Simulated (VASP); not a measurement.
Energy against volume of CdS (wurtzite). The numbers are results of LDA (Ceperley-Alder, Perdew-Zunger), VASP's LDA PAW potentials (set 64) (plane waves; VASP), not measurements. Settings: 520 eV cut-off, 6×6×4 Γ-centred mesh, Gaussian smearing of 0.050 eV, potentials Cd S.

Shape and ions are relaxed at each volume.

```
V (Å³/atom)  E (eV/atom)
-----------  -----------
23.321          -3.69906
24.043          -3.70402
24.764          -3.69984
25.485          -3.68792
```

Fit these four points and predict the energy of the run at 22.600 Å³/atom.

A cubic in V^(−2/3), the third-order Birch-Murnaghan form, passes through the four points with V0 = 24.05 Å³/atom and B0 = 67 GPa, and gives -3.6833 eV/atom there. The run gave -3.6832 eV/atom, +0.1 meV/atom from the fit; all five points give B0 = 67 GPa.

The compound is CdS in the wurtzite structure. It was relaxed first.
